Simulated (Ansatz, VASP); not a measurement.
**Cross-check of Sb (Antimony) between VASP and Ansatz**

Aim: how closely do two programs agree when they are given the same cell, functional and k mesh? The cell is taken from a series of VASP runs on this material, whose earlier steps may have relaxed, scaled or displaced it; both programs get it as it stands.

Program: Ansatz 0.2.0. Level of theory: plane waves, with VASP 6.6.1 beside it; zone-centre phonons at PBEsol with D3(BJ) and zone-centre phonons at r2SCAN. Results are calculated unless marked as measured.

### 1. Starting point

Symmetry: R-3m, No. 166, trigonal system. The conventional cell has a = 4.276 Å, b = 4.276 Å, c = 10.708 Å, α = 90.00°, β = 90.00°, γ = 120.00°. Sb has 6 Sb at 2.91 to 3.19 Å nearest.

Structure file:

```cif
data_structure
_symmetry_space_group_name_H-M 'R-3m:H'
_symmetry_Int_Tables_number 166
_cell_length_a 4.2761
_cell_length_b 4.2761
_cell_length_c 10.7085
_cell_angle_alpha 90.000
_cell_angle_beta 90.000
_cell_angle_gamma 120.000
_cell_volume 169.58
loop_
_atom_site_label
_atom_site_type_symbol
_atom_site_symmetry_multiplicity
_atom_site_Wyckoff_symbol
_atom_site_fract_x
_atom_site_fract_y
_atom_site_fract_z
_atom_site_occupancy
Sb1 Sb 6 c 0.00000 0.00000 0.76101 1
```

### 2. VASP: zone-centre phonons, PBEsol with D3(BJ)

Second derivatives magnify differences that forces hide, and they need a tight electronic threshold.

Lines of VASP's logs that name or quote its potential files are left out, and so is its time.

The input, INCAR:

```
SYSTEM = Sb
PREC = Accurate
ENCUT = 450
EDIFF = 1E-08
NELM = 100
ISMEAR = 1
SIGMA = 0.15
LREAL = .FALSE.
ALGO = Normal
GGA = PS
IVDW = 12
NBANDS = 11
LORBIT = 11
LWAVE = .FALSE.
LCHARG = .FALSE.
KPAR = 2
IBRION = 6
NFREE = 2
POTIM = 0.015
NSW = 1
ISIF = 2
```

The input, POSCAR:

```
Sb
1.0
    2.1380715206      1.2344161680      3.5694938884
   -2.1380715206      1.2344161680      3.5694938884
    0.0000000000     -2.4688323360      3.5694938884
Sb
2
Direct
    0.7610123495      0.7610123495      0.7610123495
    0.2389876505      0.2389876505      0.2389876505
```

The input, KPOINTS:

```
Automatic mesh
0
Gamma
12 12 12
0 0 0
```

PAW data sets: Sb (PBE family, release 64).

Started as:

```bash
mpirun -np 2 vasp_std
```

Numbers of over 12 decimals in the logs are rounded to 6 here.

What it wrote:

```text
[banner, memory and clock lines left out]
running    2 mpi-ranks, on    1 nodes
 distrk:  each k-point on    1 cores,    2 groups
 distr:  one band on    1 cores,    1 groups

 POSCAR found type information on POSCAR Sb
 POSCAR found :  1 types and       2 ions
|                                                                             |
|               ----> ADVICE to this user running VASP <----                  |
|                                                                             |
|     You enforced a specific xc type in the INCAR file but a different       |
|     [... a line on the potential file left out ...]
|     I HOPE YOU KNOW WHAT YOU ARE DOING!                                     |
|                                                                             |

 LDA part: xc-table for (Slater+PW92), standard interpolation
 POSCAR, INCAR and KPOINTS ok, starting setup
 FFT: planning ... GRIDC
 FFT: planning ... GRID_SOFT
 FFT: planning ... GRID
 WAVECAR not read
 entering main loop
       N       E                     dE             d eps       ncg     rms          rms(c)
DAV:   1     0.310702698642E+02    0.31070E+02   -0.33495E+03  4158   0.639E+02
DAV:   2    -0.745968921243E+01   -0.38530E+02   -0.37140E+02  5587   0.108E+02
DAV:   3    -0.909160962460E+01   -0.16319E+01   -0.16180E+01  5031   0.249E+01
DAV:   4    -0.910506423294E+01   -0.13455E-01   -0.13453E-01  4720   0.272E+00
DAV:   5    -0.910521381635E+01   -0.14958E-03   -0.14958E-03  4846   0.317E-01    0.307E+00
DAV:   6    -0.909630692966E+01    0.89069E-02   -0.17657E-03  4686   0.259E-01    0.185E+00
DAV:   7    -0.909101644998E+01    0.52905E-02   -0.41852E-03  4620   0.391E-01    0.550E-02
DAV:   8    -0.909104293756E+01   -0.26488E-04   -0.90727E-05  4653   0.682E-02    0.154E-02
DAV:   9    -0.909104796125E+01   -0.50237E-05   -0.10281E-05  4719   0.202E-02    0.475E-03
DAV:  10    -0.909104751991E+01    0.44134E-06   -0.11196E-06  4724   0.604E-03    0.112E-03
DAV:  11    -0.909104766977E+01   -0.14986E-06   -0.12743E-07  4731   0.211E-03    0.407E-04
DAV:  12    -0.909104769726E+01   -0.27491E-07   -0.98414E-09  3434   0.570E-04    0.923E-05
DAV:  13    -0.909104769957E+01   -0.23044E-08   -0.11617E-09  2358   0.240E-04
   1 F= -.10056952E+02 E0= -.10057120E+02  d E =0.503910E-03
[...]
2 F= -.10056810E+02 E0= -.10056985E+02  d E =0.525177E-03
[...]
3 F= -.10056810E+02 E0= -.10056985E+02  d E =0.525165E-03
[...]
4 F= -.10056502E+02 E0= -.10056709E+02  d E =0.622822E-03
 Finite differences progress:
  Degree of freedom:   2/  2
  Displacement:        1/  2
  Total:               3/  4
 bond charge predicted
       N       E                     dE             d eps       ncg     rms          rms(c)
DAV:   1    -0.909020715564E+01    0.35641E-03   -0.24290E-01  4221   0.279E+00    0.852E-02
DAV:   2    -0.909067677585E+01   -0.46962E-03   -0.56835E-03  4801   0.554E-01    0.408E-02
DAV:   3    -0.909065919350E+01    0.17582E-04   -0.82706E-05  4762   0.688E-02    0.164E-02
DAV:   4    -0.909065713916E+01    0.20543E-05   -0.63902E-06  4831   0.149E-02    0.473E-03
DAV:   5    -0.909065692115E+01    0.21801E-06   -0.53016E-07  4569   0.433E-03    0.733E-04
DAV:   6    -0.909065692143E+01   -0.28240E-09   -0.47882E-08  4727   0.133E-03
   5 F= -.10056530E+02 E0= -.10056648E+02  d E =0.353321E-03
 Finite differences progress:
  Degree of freedom:   2/  2
  Displacement:        2/  2
  Total:               4/  4
```

From OUTCAR (step 2):

```text
ion  position               nearest neighbor table
   1  0.761  0.761  0.761-   2 2.91   2 2.91   2 2.91   2 3.19   2 3.19   2 3.19
   2  0.239  0.239  0.239-   1 2.91   1 2.91   1 2.91   1 3.19   1 3.19   1 3.19

  LATTYP: Found a trigonal (rhomboedric) cell.
 ALAT       =     4.3400944370
 COS(alpha) =     0.5146264635

 Subroutine GETGRP returns: Found 12 space group operations
 (whereof 12 operations were pure point group operations)

The static configuration has the point symmetry D_3d.

 Found    189 irreducible k-points:

   k-points           NKPTS =    189   k-points in BZ     NKDIM =    189   number of bands    NBANDS=     11

   dimension x,y,z NGX =    30 NGY =   30 NGZ =   30
   dimension x,y,z NGXF=    60 NGYF=   60 NGZF=   60

   ENCUT  =  450.0 eV  33.07 Ry    5.75 a.u.   7.51  7.51  7.51*2*pi/ulx,y,z

   NELECT =      10.0000    total number of electrons

 k-points in reciprocal lattice and weights: Automatic mesh
   0.00000000  0.00000000  0.00000000       0.001
   0.08333333  0.00000000  0.00000000       0.003
   0.16666667 -0.00000000  0.00000000       0.003
   0.25000000 -0.00000000 -0.00000000       0.003
   0.33333333 -0.00000000  0.00000000       0.003
   0.41666667 -0.00000000  0.00000000       0.003
   0.50000000 -0.00000000 -0.00000000       0.002
   0.08333333  0.08333333  0.00000000       0.003
   0.16666667  0.08333333 -0.00000000       0.007
[...]
-0.41666667  0.50000000  0.41666667       0.003
   0.50000000  0.50000000  0.50000000       0.001

 Edisp (eV)   -0.96594

 average (electrostatic) potential at core
       1 -84.9108       2 -84.9108

 E-fermi :   7.8255

 k-point     1 :       0.0000    0.0000    0.0000
  band No.  band energies     occupation
      1      -5.1899      2.00000
      2       3.5198      2.00000
      3       5.9164      2.00000
      4       6.0012      2.00000
      5       6.0012      2.00000
      6      10.6257     -0.00000
      7      10.9536      0.00000
      8      10.9536      0.00000
      9      12.6505      0.00000
     10      12.6505      0.00000
    ...

 k-point     2 :       0.0833    0.0000    0.0000
  band No.  band energies     occupation
      1      -5.1091      2.00000
      2       3.0433      2.00000
      3       5.9355      2.00000
      4       6.0021      2.00000
      5       6.2863      2.00000
      6      10.4436     -0.00000
      7      10.6578     -0.00000
      8      10.7073     -0.00000
      9      12.4155      0.00000
     10      12.7234      0.00000
    ...

 k-point     3 :       0.1667   -0.0000    0.0000
  band No.  band energies     occupation
      1      -4.8674      2.00000
      2       2.0365      2.00000
      3       5.9713      2.00000
      4       6.0145      2.00000
      5       6.7597      2.00000
      6       9.8930     -0.00000
      7       9.9727     -0.00000
      8      10.1304     -0.00000
      9      12.3579      0.00000
     10      12.9751      0.00000
    ...

 Edisp (eV)   -0.96587

  Total      -0.05438    -0.05438    -0.08020     0.00000    -0.00000     0.00000
  in kB      -1.54147    -1.54147    -2.27320     0.00000    -0.00000     0.00000
  external pressure =       -1.79 kB  Pullay stress =        0.00 kB

  energy-cutoff  :      450.00
  volume of cell :       56.53
      direct lattice vectors                 reciprocal lattice vectors
     2.138071521  1.234416168  3.569493888     0.233855601  0.135016594  0.093383920
    -2.138071521  1.234416168  3.569493888    -0.233855601  0.135016594  0.093383920
     0.000000000 -2.468832336  3.569493888     0.000000000 -0.270033188  0.093383920

 POSITION                                       TOTAL-FORCE (eV/Angst)
 -----------------------------------------------------------------------------------
      0.00000      0.00000      8.13429         0.000000      0.000000      0.054786
      0.00000      0.00000      2.55919         0.000000     -0.000000     -0.054786
 -----------------------------------------------------------------------------------
    total drift:                                0.000000      0.000000      0.000078

  FREE ENERGIE OF THE ION-ELECTRON SYSTEM (eV)
  ---------------------------------------------------
  free  energy   TOTEN  =       -10.0565300307 eV

  energy  without entropy=      -10.0568833522  energy(sigma->0) =      -10.05664780

 Eigenvectors and eigenvalues of the dynamical matrix
 ----------------------------------------------------

   1 f  =    3.944134 THz    24.781722 2PiTHz  131.562135 cm-1    16.311618 meV
             X         Y         Z           dx          dy          dz
      0.000000  0.000000  8.149287     0.000000    0.000000   -0.707107
      0.000000  0.000000  2.559195     0.000000    0.000000    0.707107

   2 f  =    2.259354 THz    14.195939 2PiTHz   75.363932 cm-1     9.343932 meV
             X         Y         Z           dx          dy          dz
      0.000000  0.000000  8.149287     0.000000   -0.707107    0.000000
      0.000000  0.000000  2.559195    -0.000000    0.707107    0.000000

   3 f  =    2.259354 THz    14.195939 2PiTHz   75.363932 cm-1     9.343932 meV
             X         Y         Z           dx          dy          dz
      0.000000  0.000000  8.149287    -0.707107   -0.000000    0.000000
      0.000000  0.000000  2.559195     0.707107    0.000000    0.000000

   4 f  =    0.000000 THz     0.000000 2PiTHz    0.000000 cm-1     0.000000 meV
             X         Y         Z           dx          dy          dz
      0.000000  0.000000  8.149287     0.000004   -0.707107    0.000000
      0.000000  0.000000  2.559195     0.000004   -0.707107    0.000000

   5 f  =    0.000000 THz     0.000000 2PiTHz    0.000000 cm-1     0.000000 meV
             X         Y         Z           dx          dy          dz
      0.000000  0.000000  8.149287     0.000000    0.000000    0.707107
      0.000000  0.000000  2.559195     0.000000    0.000000    0.707107

   6 f/i=    0.000000 THz     0.000000 2PiTHz    0.000000 cm-1     0.000000 meV
             X         Y         Z           dx          dy          dz
      0.000000  0.000000  8.149287     0.707107    0.000004    0.000000
      0.000000  0.000000  2.559195     0.707107    0.000004    0.000000

 ELASTIC MODULI CONTR FROM IONIC RELAXATION (kBar)
 Direction    XX          YY          ZZ          XY          YZ          ZX
 --------------------------------------------------------------------------------
 XX        -102.6765    -87.2232   -142.4979      0.0000     29.5911     -0.0000
 YY         -87.2232   -102.6765   -142.4979     -0.0000    -29.5911      0.0000
 ZZ        -142.4979   -142.4979   -213.8566      0.0000      0.0000     -0.0000
 XY           0.0000     -0.0000      0.0000     -7.7267     -0.0000     29.5911
 YZ          29.5911    -29.5911      0.0000     -0.0000   -113.3259      0.0000
 ZX          -0.0000      0.0000     -0.0000     29.5911      0.0000   -113.3258
 --------------------------------------------------------------------------------

 total charge
# of ion       s       p       d       tot
------------------------------------------
    1        1.212   1.159   0.041   2.413
    2        1.212   1.159   0.041   2.413
--------------------------------------------------
tot          2.425   2.319   0.083   4.826

[... 3 further parts left out ...]
```

The last energy, forces, stress and levels in OUTCAR belong to the last displaced cell, not to the cell of POSCAR.

### 3. Ansatz: zone-centre phonons, PBEsol with D3(BJ)

Ansatz runs on its default PAW (the set named soft_2) files.

The same cell, functional, mesh and smearing now go to Ansatz, which takes its cutoff from its data sets.

The input, input.yaml:

```yaml
crystal:
  lattice:
    - [2.1380715206, 1.234416168, 3.5694938884]
    - [-2.1380715206, 1.234416168, 3.5694938884]
    - [0.0, -2.468832336, 3.5694938884]
  atoms:
    - { symbol: Sb, position: [0.7610123495, 0.7610123495, 0.7610123495] }
    - { symbol: Sb, position: [0.2389876505, 0.2389876505, 0.2389876505] }
hamiltonian:
  xc: pbesol
  pseudopotentials: { kind: paw }
  dispersion: d3bj
kpoints:
  mp_grid: { grid: [12, 12, 12] }
scf:
  occupations: { method: methfessel_paxton, width: 0.15 }
phonons:
  method: dfpt
  qpoints: [[0, 0, 0]]
```

Started as:

```bash
ansatz run input.yaml --threads 4 --pin off --max-ram 9216MiB --backend cpu --events-out ev --progress --plain --runs-dir out
```

What it wrote:

```text
Engine: ansatz 0.2.0, aarch64-unknown-linux-gnu
Pseudopotentials: kind: paw
Pseudopotential: Sb, paw, valence charge 15, recommended cutoff 420 eV (normal), Sb.paw.azcp
Functional definition: PBEsol
  exchange = pbesol_x
  correlation = pbesol_c
Crystal: 2 atoms, lattice volume = 56.525 Å³
Basis set: ecut = 420 eV, 1103 PW (Γ), exchange–correlation on 60×60×60 points (8 copies of the dense FFT grid, shifted against one another)
Bands: 19, of which v1, the nominal top of the filled ones, is band 15 counted from 1 (14 counted from 0)
Symmetry: 12 space group operations
k-points: 476 of 1728 (irreducible under 2 space group operations, time reversal used)
Non-local potential: Sb, projectors of the file, l = 0: 2, l = 1: 2, l = 2: 2, l = 3: 2
PAW form: soft (Blöchl's): semilocal exchange-correlation on the pseudo side does not see the compensation charge
PAW frozen core: Sb, regenerated for the run's functional, and the local potential with it (the file was generated under x = pbe(κ = 0.804, μ = 0.219515), c = pbe(β = 0.066725))
PAW one-centre angular grid: Sb, 590 points (default); XC on 64 Gauss nodes
Initial density: superposition of atomic densities (neutral atoms: chi_scale 0, normalization atom), corrected by the library's trained network
Initial wavefunctions: pseudopotential atomic-orbital guess
Functional: x = pbesol(κ = 0.804, μ = 0.123457), c = pbesol(β = 0.046)
SCF iter   1: F=—  HF=-12817.114978 eV  |F-HF|=—  |Δ(HF+E_count)|=         —  Δρ=2.79e-3  dr2=3.05e-3  ethr=1.77e-3  ⟨swp⟩=5.8  Hψ=44630  notcnv=0
preconditioner: auto → Kerker (q_TF=auto, 2.455 Å⁻¹)  [metal: Δε(μ)=0.017 eV  Ē_g=8.927 eV  σ=0.150 eV  W_gap=0.10  n_scr=14 (ndim 8)  ℏωp=15.6 eV  f_vac=0.000  D(μ)=0.36/eV (n_scr^D=0)]
SCF iter   2: F=—  HF=-12817.112297 eV  |F-HF|=—  |Δ(HF+E_count)|=   2.68e-3  S|Δr|=    0.00e0  Δρ=1.81e-3  dr2=1.15e-3  ethr=1.02e-5  ⟨swp⟩=2.6  Hψ=20344  notcnv=0
SCF iter   3: F=—  HF=-12817.112032 eV  |F-HF|=—  |Δ(HF+E_count)|=   2.65e-4  S|Δr|=    0.00e0  Δρ=6.78e-4  dr2=1.30e-4  ethr=3.83e-6  ⟨swp⟩=2.0  Hψ=16192  notcnv=0
SCF iter   4: F=—  HF=-12817.111927 eV  |F-HF|=—  |Δ(HF+E_count)|=   1.04e-4  S|Δr|=    0.00e0  Δρ=2.21e-4  dr2=1.91e-5  ethr=4.32e-7  ⟨swp⟩=2.0  Hψ=16190  notcnv=0
SCF iter   5: F=—  HF=-12817.111922 eV  |F-HF|=—  |Δ(HF+E_count)|=   5.88e-6  S|Δr|=    0.00e0  Δρ=4.19e-5  dr2=1.72e-6  ethr=6.35e-8  ⟨swp⟩=2.0  Hψ=16190  notcnv=0
SCF iter   6: F=—  HF=-12817.111921 eV  |F-HF|=—  |Δ(HF+E_count)|=   4.24e-8  S|Δr|=    0.00e0  Δρ=1.28e-5  dr2=1.71e-7  ethr=5.72e-9  ⟨swp⟩=2.0  Hψ=11503  notcnv=0
SCF iter   7: F=—  HF=-12817.111922 eV  |F-HF|=—  |Δ(HF+E_count)|=   2.94e-8  S|Δr|=    0.00e0  Δρ=9.64e-6  dr2=3.17e-8  ethr=5.69e-10  ⟨swp⟩=3.0  Hψ=16449  notcnv=0
SCF iter   8: F=—  HF=-12817.111921 eV  |F-HF|=—  |Δ(HF+E_count)|=   1.59e-8  S|Δr|=    0.00e0  Δρ=7.88e-7  dr2=4.05e-10  ethr=1.06e-10  ⟨swp⟩=2.0  Hψ=16192  notcnv=0
SCF iter   9: F=—  HF=-12817.111921 eV  |F-HF|=—  |Δ(HF+E_count)|=  2.55e-11  S|Δr|=    0.00e0  Δρ=1.64e-7  dr2=3.02e-11  ethr=1.35e-12  ⟨swp⟩=2.3  Hψ=16005  notcnv=0
SCF iter  10: F=-12817.111921 eV  HF=-12817.111921 eV  |F-HF|=7.28e-12  |Δ(HF+E_count)|=  3.64e-12  S|Δr|=    0.00e0  Δρ=4.94e-8  dr2=3.07e-12  ethr=1.00e-12  ⟨swp⟩=5.7  Hψ=35415  notcnv=0
SCF 1 converged in 10 iterations: F = -12817.111921 eV  dr2 = 3.07e-12
  greatest PAW one-centre occupation: 0.996 electrons in one spin orbital (limit 2), on the Sb atom at site 1 (counted from 0), in its partial waves of l = 2
DFPT response loops at Γ: preconditioner auto → Kerker (q_TF=auto, 2.455 Å⁻¹) (partly filled bands, converged f_vac=0.000); β = 1.00, the filter's whole step (`scf.mixing.beta` (0.50) is not read by the response loops under this deck's `scf.mixing.preconditioner`; to damp them name `kerker` or `kerker_dos`, under which they read `scf.mixing.beta`, and type it under 1.00, their step now; both keys bind the ground state too); Broyden in place of MSR1
SCF converged after 10 iterations
Stability not checked: this state was not tested for a lower state beside it, because cold or Methfessel-Paxton smearing, or corrected tetrahedra, fill the levels in a way that the test cannot read (fill_not_monotonic; see scf.lower_state_search)
Free energy (F): -12817.111921 eV
Harris-Foulkes:  -12817.111921 eV  (|F-HF|=7.28e-12)
Internal energy: -12817.112423 eV  (E = F + TS)
E sigma→0 (E₀):  -12817.112047 eV
Entropy (-TS):   0.000501 eV (0.251 meV/atom)
Fermi energy:    10.820963 eV
Step filling:    the computed levels leave a gap of 0.0000 eV = 0.0 smearing widths at the electron count; against every level under it full and every level over it empty, smearing changes F+E_penalty+E_count by +0.081 meV and its σ→0 estimate by -0.044 meV
--- Per-component energies (eV) ---
  E_band       = -314.092554
  E_kinetic    = 416.346483
  E_local      = -3074.457609  (includes V_loc(G=0)·N_el)
  E_nonlocal   = 728.479323
  E_hartree    = 1399.086835
  E_xc         = -275.855082
  E_vxc        = -194.406004  (∫ρ·V_xc dr)
  E_paw        = -8999.394115  (= ΣΔE_a)
  E_vpaw       = -988.228382  (= ΣTr[D̂ρ^β])
  E_aug_tail   = -0.000004  (compensation charges beyond the density's cutoff)
  E_ewald      = -3011.015774
  E_disp       = -0.966193  (pairwise vdW)
  E_core_change = 0.663714  (= ΣΔE_core)
  E_smearing   = 0.000501  (= −TS)
  E_closure    = 0.000000  (closes the sum)
  Σ components = -12817.111921   (vs F -12817.111921, Δ=0.00e0)
--- Band table (eV; the first three rows and the last of 476) ---
  k-point 0: bands = [... 11 lower, 6.4756, 8.9199, 8.9819, 8.9819, 13.5741, 13.9285, 13.9285, 15.7074]
  k-point 1: bands = [... 11 lower, 6.0051, 8.9357, 8.9820, 9.2633, 13.4030, 13.6414, 13.6850, 15.4544]
  k-point 2: bands = [... 11 lower, 5.0056, 8.9686, 8.9918, 9.7302, 12.8763, 12.9684, 13.1111, 15.3779]
  k-point 475: bands = [... 11 lower, 1.3398, 9.6593, 9.6593, 10.5506, 10.6022, 10.6022, 11.6587, 18.6635]
--- Phonons (Γ-DFPT): 2 representative perturbations + reference, on 476 of 1728 k-points (Σ response iterations 6) ---
  k mesh reduced under 2 symmetry operations, with k and −k counted as one. Each operation leaves every solved perturbation unchanged. A smaller set is not used because it would not reduce the number of displacements times k-points to solve
  ASR residual: 1.940e-5 → 0.000e0 eV/Å²; symmetrization residual: 4.841e-6 eV/Å²
  pairwise dispersion correction: d3bj (s6 = 1.0, s8 = 2.9491, a1 = 0.4466, a2_bohr = 6.1742), with the weights of each atom's references fixed at the reference crystal's, and the forces and stress that the weights' published response gives there kept as a pressure on the atom's counted neighbours (hamiltonian.dispersion)
  ASR residual per site (eV/Å²): 1.94e-5 1.94e-5
  Γ frequencies (cm⁻¹): 0.00 0.00 0.00 69.43 69.43 128.49
  non-analytic LO–TO correction: not included (Born effective charges unavailable; polar crystals: no LO–TO splitting at Γ)
--- Phonons (arbitrary-q DFPT): 1 explicit q-point ---
  q = [0, 0, 0] (of the zone-centre solve; hermiticity 1.31e-6, symmetrization 6.74e-7): -0.00 0.00 0.00 69.43 69.43 128.49
  sum rule: each row above includes the acoustic sum rule's correction from the zone centre's row sums; it moved no ω² by more than (0.21 cm⁻¹)²
```

The job ended after 36 s (4 threads of Arm Neoverse V1, shared host; peak memory 1.7 GiB; 2.2 min of CPU time).

In the SCF lines HF is the Harris–Foulkes energy and dr2 the Hartree energy of the density residual, in eV; the loop may stop once dr2 is under the threshold and the program's other checks hold. Hψ counts applications of the Hamiltonian.

[end of part 1 of 2]

[Lines on the potential files, build, host, timing and source positions are cut from VASP's logs without a mark.]

[Logs are printed without paths, hosts, clocks, repeated set-up lines and the standing remarks that a program may print on its own settings, such as how far it seeks lower states.]

[Hosts, paths, dates, database ids (printed as entryN), source tags and the programs' standing remarks are cut or masked in the printed files.]
